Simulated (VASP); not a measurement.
Input:

```xyz
1
Lattice="-1.6767 1.6767 1.6767 1.6767 -1.6767 1.6767 1.6767 1.6767 -1.6767" Properties=species:S:1:pos:R:3 pbc="T T T"
Li     0.0000     0.0000     0.0000
```

All values below come from LDA (Ceperley-Alder, Perdew-Zunger), VASP's LDA PAW potentials (set 64) (plane waves; VASP 6.6.1). Settings: 520 eV cut-off, 17×17×17 Γ-centred mesh, tetrahedra with Blöchl corrections, potentials Li_sv.

Question: The job: Li (bcc), 1 atom, LDA, static run, 520 eV, 17×17×17 Γ-centred mesh. Roughly how much core time does it take on a busy server core?

Answer: About 5 core-seconds (one run on a shared machine, a rough figure). It had 165 irreducible k-points, 5 bands, up to 531 plane waves and 12 electronic steps.

The compound is Li in the bcc structure. It was relaxed first, which changed the volume by -11 %.
